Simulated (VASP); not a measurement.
Data:

```yaml
crystal:
  lattice:
    - [-2.21720, 2.21720, 2.21720]
    - [2.21720, -2.21720, 2.21720]
    - [2.21720, 2.21720, -2.21720]
  atoms:
    - { symbol: Eu, position: [0.00000, 0.00000, 0.00000] }
```

Calculation: AM05 GGA, VASP's PBE PAW potentials (set 64) (plane waves; VASP 6.6.1). Run with 520 eV cut-off, 12×12×12 Γ-centred mesh, first-order Methfessel-Paxton smearing of 0.10 eV, potentials Eu_2.

The 4f electrons are frozen in the core of the lanthanide potential, so 4f levels, which can set the real gap, and their magnetism are missing.

### Question
What does the run give for the energy per atom (σ→0), band gap (on the k-mesh) with the smallest direct gap where there is one?

### Answer

```json
{
 "band gap (on the k-mesh)": "none (metal, semimetal or under 0.01 eV)",
 "energy per atom (σ→0)": "-1.943 eV/atom"
}
```

Total energies compare only between runs with the same potentials, cut-off and functional.

The compound is Eu in the bcc structure. This cell is one point of a volume scan, at 1.06 of the reference volume.
